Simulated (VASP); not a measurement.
Method: PBE GGA, VASP's PBE PAW potentials (set 64) (plane waves; VASP 6.6.1).

VASP ran on this input.

POSCAR:
```
SrO
1
    0.0000000000     2.4204037629     2.4204037629
    2.4204037629     0.0000000000     2.4204037629
    2.4204037629     2.4204037629     0.0000000000
Sr O
1 1
Direct
  0.0000000000   0.0000000000   0.0000000000
  0.5000000000   0.5000000000   0.5000000000
```

**KPOINTS**
```
kpoints
0
G
8 8 8
```

INCAR:
```
# general
SYSTEM  = SrO
PREC    = Accurate
ENCUT   = 600   # plane-wave cut-off (eV)
LREAL   = .FALSE.   # projection in real space or not
LASPH   = .TRUE.   # aspherical one-centre terms

# electronic loop
EDIFF   = 1E-7   # SCF stop (eV)
NELM    = 100
ALGO    = Normal
LMAXMIX = 4

# smearing
ISMEAR  = 0   # Gaussian
SIGMA   = 0.05

# functional
GGA     = PE

# ions
IBRION  = 2   # conjugate gradients
NSW     = 40   # most ionic steps
ISIF    = 3   # ions, shape and volume
EDIFFG  = -0.01   # ionic stop
PSTRESS = 300

# output
LWAVE   = .FALSE.
LCHARG  = .FALSE.
```

POTCAR, in this order: Sr_sv O (PBE.64 set). Program: vasp_std.

Output

File OUTCAR:
```
 ion  position               nearest neighbor table
   1  0.000  0.000  0.000-   2 2.42   2 2.42   2 2.42   2 2.42   2 2.42   2 2.42
   2  0.500  0.500  0.500-   1 2.42   1 2.42   1 2.42   1 2.42   1 2.42   1 2.42
  LATTYP: Found a face centered cubic cell.
 ALAT       =     4.8408075258
 Subroutine PRICEL returns:
 Original cell was already a primitive cell.
 Subroutine GETGRP returns: Found 48 space group operations
The static configuration has the point symmetry O_h .
The dynamic configuration has the point symmetry O_h .
 Subroutine INISYM returns: Found 48 space group operations
 Subroutine IBZKPT returns following result:
 Found     29 irreducible k-points:

 Following reciprocal coordinates:
            Coordinates               Weight
  0.000000  0.000000  0.000000      1.000000
  0.125000  0.000000  0.000000      8.000000
  0.250000  0.000000  0.000000      8.000000
  0.375000  0.000000  0.000000      8.000000
  0.500000  0.000000  0.000000      4.000000
  0.125000  0.125000  0.000000      6.000000
  0.250000  0.125000  0.000000     24.000000
  0.375000  0.125000  0.000000     24.000000
  0.500000  0.125000  0.000000     24.000000
 -0.375000  0.125000  0.000000     24.000000
 -0.250000  0.125000  0.000000     24.000000
 -0.125000  0.125000  0.000000     12.000000
  0.250000  0.250000  0.000000      6.000000
  0.375000  0.250000  0.000000     24.000000
  0.500000  0.250000  0.000000     24.000000
 -0.375000  0.250000  0.000000     24.000000
 -0.250000  0.250000  0.000000     12.000000
  0.375000  0.375000  0.000000      6.000000
  0.500000  0.375000  0.000000     24.000000
 -0.375000  0.375000  0.000000     12.000000
  0.500000  0.500000  0.000000      3.000000
  0.375000  0.250000  0.125000     24.000000
  0.500000  0.250000  0.125000     48.000000
 -0.375000  0.250000  0.125000     24.000000
  0.500000  0.375000  0.125000     24.000000
 -0.375000  0.375000  0.125000     48.000000
 -0.250000  0.375000  0.125000     24.000000
 -0.375000  0.500000  0.125000     12.000000
 -0.250000  0.500000  0.250000      6.000000
   k-points           NKPTS =     29   k-points in BZ     NKDIM =     29   number of bands    NBANDS=     12
   number of dos      NEDOS =    301   number of ions     NIONS =      2
   total plane-waves  NPLWV =  21952
   dimension x,y,z NGX =    28 NGY =   28 NGZ =   28
   dimension x,y,z NGXF=    56 NGYF=   56 NGZF=   56
   ions per type =               1   1
   PREC   = accura    normal or accurate (medium, high low for compatibility)
   ISTART =      0    job   : 0-new  1-cont  2-samecut
   ICHARG =      2    charge: 1-file 2-atom 10-const
   ISPIN  =      1    spin polarized calculation?
   LNONCOLLINEAR =      F non collinear calculations
   LSORBIT =      F    spin-orbit coupling
   INIWAV =      1    electr: 0-lowe 1-rand  2-diag
   ENCUT  =  600.0 eV  44.10 Ry    6.64 a.u.   6.84  6.84  6.84*2*pi/ulx,y,z
   NELM   =    100;   NELMIN=  2; NELMDL= -5     # of ELM steps
   EDIFF  = 0.1E-06   stopping-criterion for ELM
   LREAL  =      F    real-space projection
   NLSPLINE    = F    spline interpolate recip. space projectors
   LMAXMIX     =    4 max onsite mixed and CHGCAR
   VOSKOWN=      0    Vosko Wilk Nusair interpolation
   EDIFFG = -.1E-01   stopping-criterion for IOM
   NSW    =     40    number of steps for IOM
   NBLOCK =      1;   KBLOCK =     40    inner block; outer block
   IBRION =      2    ionic relax: 0-MD 1-quasi-New 2-CG
   NFREE  =      1    steps in history (QN), initial steepest desc. (CG)
   ISIF   =      3    stress and relaxation
   ISYM   =      2    0-nonsym 1-usesym 2-fastsym
   TEIN   =    0.0    initial temperature
   TEBEG  =    0.0;   TEEND  =   0.0 temperature during run
   SMASS  =  -3.00    Nose mass-parameter (am)
...
```

**OSZICAR**
```
       N       E                     dE             d eps       ncg     rms          rms(c)
DAV:   1     0.843330331276E+02    0.84333E+02   -0.98352E+03   696   0.150E+03
DAV:   2    -0.104925445205E+02   -0.94826E+02   -0.88529E+02   952   0.279E+02
DAV:   3    -0.137588622104E+02   -0.32663E+01   -0.32503E+01   904   0.494E+01
DAV:   4    -0.138384902483E+02   -0.79628E-01   -0.79581E-01   892   0.733E+00
DAV:   5    -0.138429185457E+02   -0.44283E-02   -0.44282E-02   932   0.111E+00    0.249E+01
DAV:   6    -0.115967250557E+02    0.22462E+01   -0.10022E+01   764   0.269E+01    0.281E+01
DAV:   7    -0.115290528889E+02    0.67672E-01   -0.42318E-01   868   0.641E+00    0.165E+01
DAV:   8    -0.115200468705E+02    0.90060E-02   -0.10973E-01   780   0.373E+00    0.133E+00
DAV:   9    -0.115203998692E+02   -0.35300E-03   -0.13558E-02   916   0.102E+00    0.189E-01
DAV:  10    -0.115208884388E+02   -0.48857E-03   -0.12153E-03   740   0.363E-01    0.148E-01
DAV:  11    -0.115209337041E+02   -0.45265E-04   -0.11401E-04   856   0.103E-01    0.584E-02
DAV:  12    -0.115209381102E+02   -0.44061E-05   -0.15996E-05   820   0.405E-02    0.868E-03
DAV:  13    -0.115209392408E+02   -0.11305E-05   -0.21657E-06   828   0.159E-02    0.224E-03
DAV:  14    -0.115209390865E+02    0.15425E-06   -0.12287E-07   604   0.383E-03    0.177E-03
DAV:  15    -0.115209389984E+02    0.88097E-07   -0.28342E-08   428   0.163E-03
   1 F= -.62108216E+01 E0= -.62108216E+01  d E =-.621082E+01
```

File OUTCAR:
```
------------------------ aborting loop because EDIFF is reached ----------------------------------------
  FORCE on cell =-STRESS in cart. coord.  units (eV):
  Direction    XX          YY          ZZ          XY          YZ          ZX
  --------------------------------------------------------------------------------------
  Total        5.3184319      5.3184319      5.3184319     -0.0000000     -0.0000000      0.0000000
  in kB      300.4697347    300.4697347    300.4697347     -0.0000000     -0.0000000      0.0000000
  external PRESSURE =       0.4697347 kB  Pullay stress =     300.0000000 kB
  volume of cell :       28.36
      direct lattice vectors                 reciprocal lattice vectors
     0.000000000  2.420403763  2.420403763    -0.206577104  0.206577104  0.206577104
     2.420403763  0.000000000  2.420403763     0.206577104 -0.206577104  0.206577104
     2.420403763  2.420403763  0.000000000     0.206577104  0.206577104 -0.206577104
  FREE ENERGIE OF THE ION-ELECTRON SYSTEM (eV)
  ---------------------------------------------------
  free  energy   TOTEN  =       -11.5209389984 eV

  energy  without entropy=      -11.5209389984  energy(sigma->0) =      -11.52093900
  enthalpy is  TOTEN    =        -6.2108215566 eV   P V=        5.3101174418

 reached required accuracy - stopping structural energy minimisation
```
(Selected blocks of OUTCAR.)

### OUTCAR
```
 val. band max:        2.7101372559   @ k =   0.5000   0.5000   0.0000

 cond. band min:       5.6939852731   @ k =   0.5000   0.5000   0.0000


 Fermi energy:         2.9893128197

 k-point     1 :       0.0000    0.0000    0.0000
  band No.  band energies     occupation
      1     -29.2384      2.00000
      2     -12.6846      2.00000
      3     -10.6036      2.00000
      4     -10.6036      2.00000
      5     -10.6036      2.00000
      6       2.6251      2.00000
      7       2.6251      2.00000
      8       2.6251      2.00000
      9       8.0569      0.00000
     10       9.1818      0.00000
     11       9.1818      0.00000
     12       9.1818      0.00000

 k-point     2 :       0.1250    0.0000    0.0000
  band No.  band energies     occupation
      1     -29.1954      2.00000
      2     -13.1053      2.00000
      3     -10.6212      2.00000
      4     -10.6212      2.00000
      5     -10.2783      2.00000
      6       2.1244      2.00000
      7       2.3468      2.00000
      8       2.3468      2.00000
      9       8.8156      0.00000
     10       9.0327      0.00000
     11       9.5568      0.00000
     12       9.5568      0.00000

 k-point     3 :       0.2500    0.0000    0.0000
  band No.  band energies     occupation
      1     -29.0896      2.00000
      2     -13.8593      2.00000
      3     -10.6628      2.00000
      4     -10.6628      2.00000
      5      -9.7560      2.00000
      6       1.1624      2.00000
      7       1.7605      2.00000
      8       1.7605      2.00000
      9       9.0796      0.00000
     10      10.4834      0.00000
     11      10.5839      0.00000
     12      10.5839      0.00000

 k-point     4 :       0.3750    0.0000    0.0000
  band No.  band energies     occupation
      1     -28.9802      2.00000
      2     -14.4598      2.00000
      3     -10.7029      2.00000
      4     -10.7029      2.00000
      5      -9.3882      2.00000
      6       0.3779      2.00000
...
```

The compound is SrO in the rock salt structure. It was relaxed first under an external pressure of 30 GPa.
